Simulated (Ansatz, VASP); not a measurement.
Mn3Zn in VASP and in Ansatz

The input INCAR:

```
SYSTEM = Mn3Zn
PREC     = Accurate       ! precision mode
ENCUT    = 520            ! plane-wave cutoff, eV
EDIFF    = 1E-7           ! SCF threshold, eV
ISMEAR   = -1             ! smearing method
SIGMA    = 0.05           ! smearing width, eV
LREAL    = .FALSE.        ! projectors in reciprocal space
LASPH    = .TRUE.         ! aspherical terms in the spheres
NELM     = 100            ! most SCF steps
ALGO     = Normal         ! electronic algorithm
ISIF     = 2              ! what is computed and relaxed
LWAVE    = .FALSE.        ! write WAVECAR
LCHARG   = .FALSE.        ! write CHGCAR
ISPIN    = 2              ! spin polarisation
MAGMOM   = 0 4 4 4        ! initial moments
LORBIT   = 11             ! projections on sites
LMAXMIX  = 4              ! l up to which the mixer works
GGA      = PE             ! functional
NBANDS   = 38             ! bands
```

KPOINTS

```
Automatic mesh
0
G
  11 11 11
  0 0 0
```

Contents of POSCAR:

```
Mn3Zn
1.0
   -1.7544100000      1.7544100000      3.8217990000
    1.7544100000     -1.7544100000      3.8217990000
    1.7544100000      1.7544100000     -3.8217990000
Zn Mn
1 3
Direct
    0.0000000000      0.0000000000      0.0000000000
    0.5000000000      0.5000000000      0.0000000000
    0.2500000000      0.7500000000      0.5000000000
    0.7500000000      0.2500000000      0.5000000000
```

input.yaml

```yaml
crystal:
  lattice:
    - [-1.75441, 1.75441, 3.821799]
    - [1.75441, -1.75441, 3.821799]
    - [1.75441, 1.75441, -3.821799]
  atoms:
    - { symbol: Zn, position: [0.0, 0.0, 0.0] }
    - { symbol: Mn, position: [0.5, 0.5, 0.0], spin: 4.0 }
    - { symbol: Mn, position: [0.25, 0.75, 0.5], spin: 4.0 }
    - { symbol: Mn, position: [0.75, 0.25, 0.5], spin: 4.0 }
hamiltonian:
  xc: pbe
  pseudopotentials: { kind: paw }
magnetization:
  spin_polarized: true
kpoints:
  mp_grid: { grid: [11, 11, 11] }
scf:
  occupations: { method: fermi_dirac, width: 0.05 }
output:
  forces: true
  stress: true
  eigenvalues: true
```

The cell comes from a database or a generator and needn't be the stable form of this composition.

Alike in both runs: task single point; functional PBE; k mesh 11 × 11 × 11; occupations fermi-dirac, width 0.05 eV; collinear spin, ferromagnetic start.

```csv
,VASP,Ansatz
version,VASP 6.6.1,Ansatz 0.2.0
potentials or method,"VASP PAW PBE potentials, release 64 (Zn, Mn_pv)",Ansatz PAW
plane-wave cutoff (eV),520,420
valence electrons in the cell,51,57
```

|  | VASP | Ansatz | Ansatz less VASP |
| --- | --- | --- | --- |
| gap on the k mesh at the Fermi level (eV) | none | none | - |
| pressure (GPa) | -1.0 | 7.6 | +8.58 |
| largest component of the traceless stress (GPa) | 0.33 | 0.12 | -0.207 |
| net moment per atom (μB) | 0.91 | 0.45 | -0.459 |
| size of the moment on the site where the two differ most (μB) | 1.09 | 2.25 | +1.155 |

The net moments differ so much that the two runs ended in different magnetic states, which moves the other rows too. Site moments also hang on the region over which each program counts them. A gap of «none» marks a metal or a gap that the smearing closes. The two sets of potentials don't hold the same shells in valence.

Caveats: the starting moments weren't kept (Ansatz).
